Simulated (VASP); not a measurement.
# Which native defect does TiSi2 form most easily?, part 2 of 2

Wanted: a map of the native defects of TiSi2, all in one supercell and at one level. The start is a computed cell from the Materials Project.

VASP 6.6.1, plane waves and PAW; the level of theory is named at each step.

So far, formation energy of the neutral defect (eV): step 7 (energies of this defect, 35 atoms, defect vacancy, element …) 3.04.

**8. Relaxing the defect, 35 atoms, defect Si vacancy**

This step: LDA; plane waves and PAW (Ti, Si) (VASP 6.6.1).

System of this step: Ti12Si23. The cell holds 35 atoms: 12 Ti and 23 Si. Its edges and angles: a = 7.709 Å, b = 7.709 Å, c = 10.460 Å, α = 76.9°, β = 76.9°, γ = 118.4°. It derives from TiSi2. Nearest the centre at fractional (0.875, 0.375, 0.125): Si20 at 2.48 Å, Si18 at 2.48 Å, Si23 at 2.48 Å, Si19 at 2.48 Å, Ti3 at 2.63 Å, Ti6 at 2.63 Å, Ti7 at 2.63 Å, Ti9 at 2.63 Å.

Contents of INCAR:

```
SYSTEM = Ti12Si23
PREC = Normal
ENCUT = 300
EDIFF = 1E-05
NELM = 120
ISMEAR = 1
SIGMA = 0.2
LREAL = Auto
ALGO = Fast
GGA = CA
NBANDS = 96
LASPH = .TRUE.
LORBIT = 11
LWAVE = .FALSE.
LCHARG = .TRUE.
KPAR = 4
NCORE = 2
IBRION = 2
NSW = 50
ISIF = 2
EDIFFG = -0.03
POTIM = 0.4
MAXMIX = 40
ISYM = 2
```

Contents of POSCAR:

```
Ti12Si23
1.0
    1.7433413960      6.6223680439      3.5401535013
    1.7433413960     -6.6223680439      3.5401535013
   10.4600483760      0.0000000000      0.0000000000
Ti Si
12 23
Direct
    0.5226799000      0.7273201000      0.1250000000
    0.5226799000      0.7273201000      0.4583333300
    0.0226799000      0.2273201000      0.2916666700
    0.5226799000      0.7273201000      0.7916666700
    0.0226799000      0.2273201000      0.6250000000
    0.0226799000      0.2273201000      0.9583333300
    0.9773201000      0.7726799000      0.0416666700
    0.9773201000      0.7726799000      0.3750000000
    0.4773201000      0.2726799000      0.2083333300
    0.9773201000      0.7726799000      0.7083333300
    0.4773201000      0.2726799000      0.5416666700
    0.4773201000      0.2726799000      0.8750000000
    0.8745008300      0.3754991700      0.4583333300
    0.3745008300      0.8754991700      0.2916666700
    0.8745008300      0.3754991700      0.7916666700
    0.3745008300      0.8754991700      0.6250000000
    0.3745008300      0.8754991700      0.9583333300
    0.6254991700      0.1245008300      0.0416666700
    0.6254991700      0.1245008300      0.3750000000
    0.1254991700      0.6245008300      0.2083333300
    0.6254991700      0.1245008300      0.7083333300
    0.1254991700      0.6245008300      0.5416666700
    0.1254991700      0.6245008300      0.8750000000
    0.1847297800      0.0652702200      0.1250000000
    0.1847297800      0.0652702200      0.4583333300
    0.6847297800      0.5652702200      0.2916666700
    0.1847297800      0.0652702200      0.7916666700
    0.6847297800      0.5652702200      0.6250000000
    0.6847297800      0.5652702200      0.9583333300
    0.3152702200      0.4347297800      0.0416666700
    0.3152702200      0.4347297800      0.3750000000
    0.8152702200      0.9347297800      0.2083333300
    0.3152702200      0.4347297800      0.7083333300
    0.8152702200      0.9347297800      0.5416666700
    0.8152702200      0.9347297800      0.8750000000
```

Contents of KPOINTS:

```
Automatic mesh
0
Gamma
4 4 3
0 0 0
```

The projector-augmented-wave data sets are Ti and Si (LDA family, release 64).

The run is started by

```console
$ mpirun -np 8 vasp_std
```

The job ended after 3.2 min (8 MPI ranks of AMD EPYC 7R43, shared host; peak memory 1.8 GiB).

The steps of the relaxation:

```csv
step,energy less that of the first step (eV),largest force (eV/Å)
1,0.0000,0.6013
2,-0.1111,0.4212
3,-0.1729,0.2450
4,-0.2130,0.1698
5,-0.2328,0.1712
6,-0.2483,0.1044
7,-0.2513,0.0748
8,-0.2559,0.0335
9,-0.2561,0.0356
10,-0.2571,0.0277
```

The atoms that moved most (Å):

```csv
atom,dx,dy,dz,length
Si20,-0.098,0.008,-0.087,0.132
Si18,0.098,0.008,0.087,0.132
Si23,0.096,0.008,-0.064,0.116
Si19,-0.096,0.008,0.064,0.116
Si29,0.056,0.064,-0.016,0.087
Si26,-0.056,0.064,0.016,0.087
Ti7,-0.005,-0.041,0.051,0.065
Ti9,0.005,-0.041,-0.051,0.065
```

The relaxed structure:

```
Ti Si
1.0
     1.74334    6.62237    3.54015
     1.74334   -6.62237    3.54015
    10.46005    0.00000    0.00000
Ti Si
12 23
Cartesian
  3.4867 -1.3541 4.4252
  6.9719 -1.3491 4.4199
  3.5298 -1.3215 0.8745
  10.4615 -1.3491 4.4305
  6.9734 -1.3590 0.8850
  10.4170 -1.3215 0.8955
  3.4821 1.3139 6.2459
  6.9700 1.3441 6.1871
  3.4913 1.3139 2.6045
  10.4669 1.3534 6.1870
  6.9665 1.3534 2.6633
  10.4634 1.3441 2.6633
  6.9420 3.3057 4.4233
  5.1849 -3.3286 4.3925
  10.4914 3.3057 4.4270
  8.7167 -3.3225 4.4252
  12.2485 -3.3286 4.4579
  1.8417 3.3261 2.7420
  5.1342 3.3260 2.7191
  3.3883 -3.2963 2.5682
  8.7188 3.3184 2.6534
  6.9712 -3.3040 2.6568
  10.5559 -3.2963 2.5911
  1.7433 0.7514 0.8850
  5.2425 0.7870 0.8729
  5.1739 0.8554 4.4409
  8.7043 0.7870 0.8972
  8.7167 0.7913 4.4252
  12.2595 0.8554 4.4095
  1.7504 -0.8461 2.6494
  5.2298 -0.7600 2.6718
  5.2230 -0.8461 6.2010
  8.7096 -0.7969 2.6642
  8.7238 -0.7969 6.1861
  12.2036 -0.7600 6.1785
```

This step gave:

```yaml
electronic_cycles: 82
free_energy_toten: -261.9606 eV
energy_at_zero_smearing: -261.9580 eV
fermi_energy: 8.129 eV
```

Valence density in the ab plane at fractional z = 0.125, through the centre, with atoms of Ti and Si within 0.45 Å of it. It is the smooth field of the valence electrons, not physical close to the nuclei.

Ten even steps from '0' (0.0 e/Å³) to '9' (1.1 e/Å³), each cell a mean:
```
3443321112233222234433
3333211112222222333332
2222111112222222233222
2222222222234322222222
2222232222367532222222
2233333223699522222332
2334433224797321222332
2343332223553211222222
2333322222322112221111
2222222222211122111111
1122223322222221111111
1112233332222221110001
1112334332222211100000
1122344322233211100000
1123343322233211100000
1123333322222221110001
1123333322222222111111
1223444322223332111111
2233334322234432211222
3332023322234332222333
3430023212234332223343
3432232112234322233443
```
Columns run along a (7.7 Å), rows up along b (7.7 Å). Atoms in or near the plane, at fractional coordinates: Ti at (0.52, 0.73), Si at (0.18, 0.07).

The run ended after 10 ionic steps, 0.257 eV below its first step, once the forces on the free atoms met EDIFFG = -0.03.

The 8 first neighbours (Si and Ti) lie 2.56 Å from the site on average (2.48 to 2.63) in the perfect crystal and 2.53 Å on average after the relaxation (-1.2 %, spread from 2.35 to 2.70 Å).

**9. Energies of this defect, 35 atoms, defect vacancy, element Si**

This step: point defect, LDA; plane waves and PAW (VASP 6.6.1).

Derived from the runs above.

Numbers from this step:

```yaml
formation_energy_of_the_neutral_defect: 1.591 eV
```

Formation energy:

```csv
formation energy (eV),largest move (Å)
1.591,0.1315
```

The formation energy is the energy of the relaxed defect cell less that of the perfect cell, with each removed atom booked to its reference and each added atom taken from it.

References, in eV an atom: Si -5.958 (crystal Fd-3m) and Ti -8.531 (crystal P6_3/mmc). They were run at the supercell's cutoff and functional, without U, and count both elements from their own phases.

The formation energy is 1.591 eV, and the largest move of an atom 0.13 Å.

**10. The defect cell, 36 atoms, defect Ti on the Si site**

This step: LDA, spin-polarised, with small moments to start from; plane waves and PAW (Ti, Si) (VASP 6.6.1).

System of this step: Ti13Si23. The cell holds 36 atoms: 13 Ti and 23 Si. Its edges and angles: a = 7.709 Å, b = 7.709 Å, c = 10.460 Å, α = 76.9°, β = 76.9°, γ = 118.4°. It derives from TiSi2. Nearest the centre at fractional (0.875, 0.375, 0.125): Ti13 at 0.00 Å, Si21 at 2.48 Å, Si19 at 2.48 Å, Si24 at 2.48 Å, Si20 at 2.48 Å, Ti3 at 2.63 Å, Ti6 at 2.63 Å, Ti7 at 2.63 Å.

Changes to INCAR since step 8:

```diff
@@ -1,2 +1,2 @@
-SYSTEM = Ti12Si23
+SYSTEM = Ti13Si23
 PREC = Normal
@@ -10,4 +10,7 @@
 GGA = CA
-NBANDS = 96
+NBANDS = 104
+ISPIN = 2
+MAGMOM = 0 0 0 0 0 0 0 0 0 0 0 0 0.6 0 0 0 0 0 0.6 0 0.6 0 0 0.6 0 0 0 0 0 0 0 0 0 0 0 0
 LASPH = .TRUE.
+LMAXMIX = 4
 LORBIT = 11
```

Changes to POSCAR since step 8:

```diff
@@ -1,2 +1,2 @@
-Ti12Si23
+Ti13Si23
 1.0
@@ -6,3 +6,3 @@
 Ti Si
-12 23
+13 23
 Direct
@@ -20,2 +20,3 @@
     0.4773201000      0.2726799000      0.8750000000
+    0.8745008300      0.3754991700      0.1250000000
     0.8745008300      0.3754991700      0.4583333300
```

KPOINTS is that of step 8.

The run is started by

```console
$ mpirun -np 8 vasp_std
```

Wall time 9.3 min (8 MPI ranks); peak memory 3.4 GiB; 74 min of CPU time.

Step by step:

```csv
step,energy less that of the first step (eV),largest force (eV/Å)
1,0.0000,1.0047
2,-0.1646,0.3827
3,-0.2084,0.2524
4,-0.2308,0.1781
5,-0.2400,0.1193
6,-0.2482,0.1004
7,-0.2498,0.0964
8,-0.2522,0.0450
9,-0.2524,0.0304
10,-0.2529,0.0145
```

The atoms that moved most (Å):

```csv
atom,dx,dy,dz,length
Si27,-0.047,0.074,0.015,0.089
Si30,0.047,0.074,-0.015,0.089
Ti6,-0.063,0.037,-0.005,0.073
Ti3,0.063,0.037,0.005,0.073
Si33,0.002,-0.070,0.009,0.070
Si31,-0.002,-0.070,-0.009,0.070
Ti7,0.002,-0.022,0.056,0.060
Ti9,-0.002,-0.022,-0.056,0.060
```

The relaxed structure:

```
Ti Si
1.0
     1.74334    6.62237    3.54015
     1.74334   -6.62237    3.54015
    10.46005    0.00000    0.00000
Ti Si
13 23
Direct
  0.52360 0.72640 0.12500
  0.52107 0.72492 0.46029
  0.02623 0.22531 0.29739
  0.52508 0.72893 0.78971
  0.02189 0.22811 0.62500
  0.02469 0.22378 0.95261
  0.98352 0.78219 0.03921
  0.97575 0.77385 0.37582
  0.46781 0.26648 0.21079
  0.97682 0.77312 0.70754
  0.47688 0.27318 0.54246
  0.47615 0.27425 0.87418
  0.87453 0.37547 0.12500
  0.87357 0.37734 0.45747
  0.37379 0.87321 0.29242
  0.87266 0.37643 0.79253
  0.37392 0.87608 0.62500
  0.37679 0.87621 0.95758
  0.62283 0.11986 0.04090
  0.62270 0.11997 0.37816
  0.13014 0.62717 0.20910
  0.62569 0.12523 0.70801
  0.12477 0.62431 0.54199
  0.13003 0.62730 0.87184
  0.18390 0.06610 0.12500
  0.18124 0.06532 0.46039
  0.69250 0.56186 0.28647
  0.18468 0.06876 0.78961
  0.68465 0.56535 0.62500
  0.68814 0.55750 0.96353
  0.30882 0.43877 0.04188
  0.32263 0.43749 0.37497
  0.81122 0.94118 0.20812
  0.31578 0.43697 0.70651
  0.81303 0.93421 0.54349
  0.81251 0.92737 0.87503
```

The run ended after 10 ionic steps, 0.253 eV below its first step, once the forces on the free atoms met EDIFFG = -0.03.

The 8 first neighbours (Si and Ti) lie 2.56 Å from the site on average (2.48 to 2.63) in the perfect crystal and 2.60 Å on average from the atom on it after the relaxation (+1.8 %, spread from 2.52 to 2.69 Å).

**11. Energies of this defect, 36 atoms, defect substitution, element Si**

This step: point defect, LDA; plane waves and PAW (VASP 6.6.1).

Derived from the runs above.

E_f is E(defect cell) less E(perfect cell), corrected for the atoms exchanged with their references.

References, in eV an atom: Si -5.958 (crystal Fd-3m) and Ti -8.531 (crystal P6_3/mmc). They were run at the supercell's cutoff and functional, without U, and count both elements from their own phases.

The formation energy is 1.178 eV, and the largest move of an atom 0.09 Å.

**12. The defect cell, 36 atoms, defect Si on the Ti site**

This step: LDA; plane waves and PAW (Si, Ti) (VASP 6.6.1).

System of this step: Ti11Si25. The cell holds 36 atoms: 25 Si and 11 Ti. Its edges and angles: a = 7.709 Å, b = 7.709 Å, c = 10.460 Å, α = 76.9°, β = 76.9°, γ = 118.4°. It derives from TiSi2. Nearest the centre at fractional (0.523, 0.727, 0.125): Si1 at 0.00 Å, Si20 at 2.55 Å, Si22 at 2.55 Å, Si21 at 2.55 Å, Si25 at 2.55 Å, Si4 at 2.63 Å, Si7 at 2.63 Å, Si8 at 2.63 Å.

Contents of INCAR:

```
SYSTEM = Ti11Si25
PREC = Normal
ENCUT = 300
EDIFF = 1E-05
NELM = 120
ISMEAR = 1
SIGMA = 0.2
LREAL = Auto
ALGO = Fast
GGA = CA
NBANDS = 104
LASPH = .TRUE.
LORBIT = 11
LWAVE = .FALSE.
LCHARG = .TRUE.
KPAR = 4
NCORE = 2
IBRION = 2
NSW = 50
ISIF = 2
EDIFFG = -0.03
POTIM = 0.4
MAXMIX = 40
ISYM = 2
```

Changes to POSCAR since step 10:

```diff
@@ -1,2 +1,2 @@
-Ti13Si23
+Ti11Si25
 1.0
@@ -5,17 +5,6 @@
    10.4600483760      0.0000000000      0.0000000000
-Ti Si
-13 23
+Si Ti
+25 11
 Direct
     0.5226799000      0.7273201000      0.1250000000
-    0.5226799000      0.7273201000      0.4583333300
-    0.0226799000      0.2273201000      0.2916666700
-    0.5226799000      0.7273201000      0.7916666700
-    0.0226799000      0.2273201000      0.6250000000
-    0.0226799000      0.2273201000      0.9583333300
-    0.9773201000      0.7726799000      0.0416666700
-    0.9773201000      0.7726799000      0.3750000000
-    0.4773201000      0.2726799000      0.2083333300
-    0.9773201000      0.7726799000      0.7083333300
-    0.4773201000      0.2726799000      0.5416666700
-    0.4773201000      0.2726799000      0.8750000000
     0.8745008300      0.3754991700      0.1250000000
@@ -44 +33,12 @@
     0.8152702200      0.9347297800      0.8750000000
+    0.5226799000      0.7273201000      0.4583333300
+    0.0226799000      0.2273201000      0.2916666700
+    0.5226799000      0.7273201000      0.7916666700
+    0.0226799000      0.2273201000      0.6250000000
+    0.0226799000      0.2273201000      0.9583333300
+    0.9773201000      0.7726799000      0.0416666700
+    0.9773201000      0.7726799000      0.3750000000
+    0.4773201000      0.2726799000      0.2083333300
+    0.9773201000      0.7726799000      0.7083333300
+    0.4773201000      0.2726799000      0.5416666700
+    0.4773201000      0.2726799000      0.8750000000
```

KPOINTS is that of step 10.

PAW data sets: Si and Ti (LDA family, release 64).

The run is started by

```console
$ mpirun -np 8 vasp_std
```

Wall time 8.4 min (8 MPI ranks); peak memory 1.9 GiB; 67 min of CPU time.

Step by step (22 of 30):

```csv
step,energy less that of the first step (eV),largest force (eV/Å)
1,0.0000,0.3156
2,-0.0305,0.1854
4,-0.0563,0.1085
5,-0.0595,0.0682
7,-0.0620,0.0402
8,-0.0622,0.0371
9,-0.0629,0.0348
11,-0.0632,0.0364
12,-0.0633,0.0380
13,-0.0636,0.0397
15,-0.0636,0.0715
16,-0.0642,0.0650
18,-0.0648,0.0647
19,-0.0656,0.0675
20,-0.0669,0.0636
22,-0.0673,0.0649
23,-0.0682,0.0626
24,-0.0701,0.0578
26,-0.0704,0.0578
27,-0.0705,0.0601
29,-0.0735,0.0371
30,-0.0735,0.0182
```

The atoms that moved most (Å):

```csv
atom,dx,dy,dz,length
Si1,0.000,-0.205,0.000,0.205
Si4,0.053,-0.027,0.008,0.060
Si7,-0.053,-0.027,-0.008,0.060
Si20,0.044,-0.010,0.038,0.059
Si22,-0.044,-0.010,-0.038,0.059
Si14,0.000,-0.051,0.000,0.051
Si21,-0.031,0.003,0.029,0.043
Si25,0.031,0.003,-0.029,0.043
```

Final coordinates:

```cif
data_structure
_symmetry_space_group_name_H-M 'P 1'
_symmetry_Int_Tables_number 1
_cell_length_a 7.7089
_cell_length_b 7.7089
_cell_length_c 10.4600
_cell_angle_alpha 76.930
_cell_angle_beta 76.930
_cell_angle_gamma 118.420
_cell_volume 490.45
loop_
_atom_site_label
_atom_site_type_symbol
_atom_site_fract_x
_atom_site_fract_y
_atom_site_fract_z
_atom_site_occupancy
Si1 Si 0.50717 0.74283 0.12500 1
Si2 Si 0.87590 0.37410 0.12500 1
Si3 Si 0.87598 0.37459 0.45936 1
Si4 Si 0.37355 0.87867 0.29635 1
Si5 Si 0.87541 0.37402 0.79064 1
Si6 Si 0.37425 0.87575 0.62500 1
Si7 Si 0.37133 0.87645 0.95365 1
Si8 Si 0.62876 0.12947 0.03948 1
Si9 Si 0.62782 0.12567 0.37593 1
Si10 Si 0.12053 0.62124 0.21052 1
Si11 Si 0.62632 0.12319 0.70760 1
Si12 Si 0.12681 0.62368 0.54240 1
Si13 Si 0.12433 0.62218 0.87407 1
Si14 Si 0.18090 0.06910 0.12500 1
Si15 Si 0.18594 0.06665 0.45874 1
Si16 Si 0.68744 0.56336 0.29054 1
Si17 Si 0.18335 0.06406 0.79126 1
Si18 Si 0.68598 0.56402 0.62500 1
Si19 Si 0.68664 0.56256 0.95946 1
Si20 Si 0.31980 0.44080 0.04408 1
Si21 Si 0.31966 0.43866 0.37062 1
Si22 Si 0.80920 0.93020 0.20592 1
Si23 Si 0.31636 0.43274 0.70771 1
Si24 Si 0.81726 0.93364 0.54229 1
Si25 Si 0.81134 0.93034 0.87938 1
Ti26 Ti 0.52423 0.72832 0.45972 1
Ti27 Ti 0.02148 0.22466 0.29262 1
Ti28 Ti 0.52168 0.72577 0.79028 1
Ti29 Ti 0.02445 0.22555 0.62500 1
Ti30 Ti 0.02534 0.22852 0.95738 1
Ti31 Ti 0.98205 0.77363 0.04066 1
Ti32 Ti 0.97895 0.77289 0.37556 1
Ti33 Ti 0.47637 0.26795 0.20934 1
Ti34 Ti 0.97739 0.77104 0.70785 1
Ti35 Ti 0.47896 0.27261 0.54215 1
Ti36 Ti 0.47711 0.27105 0.87444 1
```

The run ended after 30 ionic steps, 0.074 eV below its first step, once the forces on the free atoms met EDIFFG = -0.03.

The 10 first neighbours (Si) lie 2.62 Å from the site on average (2.55 to 2.77) in the perfect crystal and 2.62 Å on average from the atom on it after the relaxation (-0.2 %, spread from 2.51 to 2.95 Å).

**13. This defect's formation energies, 36 atoms, defect substitution, element Ti**

This step: point defect, LDA; plane waves and PAW (VASP 6.6.1).

No new run; the numbers come from the runs before.

The formation energy is the energy of the relaxed defect cell less that of the perfect cell, with each removed atom booked to its reference and each added atom taken from it.

References, in eV an atom: Si -5.958 (crystal Fd-3m) and Ti -8.531 (crystal P6_3/mmc). They were run at the supercell's cutoff and functional, without U, and count both elements from their own phases.

The formation energy is 4.608 eV, and the largest move of an atom 0.21 Å.

**14. All defects in both limits**

This step: native point defects, LDA; plane waves and PAW (VASP 6.6.1).

This step runs nothing: it gathers the runs above.

Neutral cells; the limits come from the host's formation enthalpy alone. Formation energies:

```csv
defect,charge,"formation energy, Ti-rich (eV)","formation energy, Si-rich (eV)",moment (μB)
Ti vacancy,0,3.037,1.024,no spin
Si vacancy,0,0.585,1.591,no spin
Ti on the Si site,0,0.172,3.191,1.34e-4
Si on the Ti site,0,5.614,2.595,no spin
```

**15. What came out**

| Quantity | Value |
| --- | --- |
| host formation enthalpy | -0.671 eV/atom |

In the Ti-rich limit the cheapest defect is the Ti on the Si site, at 0.17 eV. In the Si-rich limit the cheapest defect is the Ti vacancy, at 1.02 eV. The supercell of 36 atoms is small. Potential shifts are not applied, only the charges listed were run, and a negative energy means that the Fermi level can't reach that place or the limit lies outside the host's range, or that the host's structure gives way. Each defect was run on one site, no other kinds were tried, and all belong to one structure, the phase of space group Cmcm. The limits are set by the pure elements; where other compounds of the two lie between, the true range is narrower and the order of defects can differ.

[Lines on the potential files, build, host, timing and source positions are cut from VASP's logs without a mark.]

[Logs are printed without paths, hosts, clocks, repeated set-up lines and the standing remarks that a program may print on its own settings, such as how far it seeks lower states.]

[Hosts, paths, dates, database ids (printed as entryN), source tags and the programs' standing remarks are cut or masked in the printed files.]

[In band tables of VASP the shares of atoms and orbitals are scaled to a sum of 1 inside the atoms' spheres.]

[Runs that stopped without an error message from VASP are left out.]
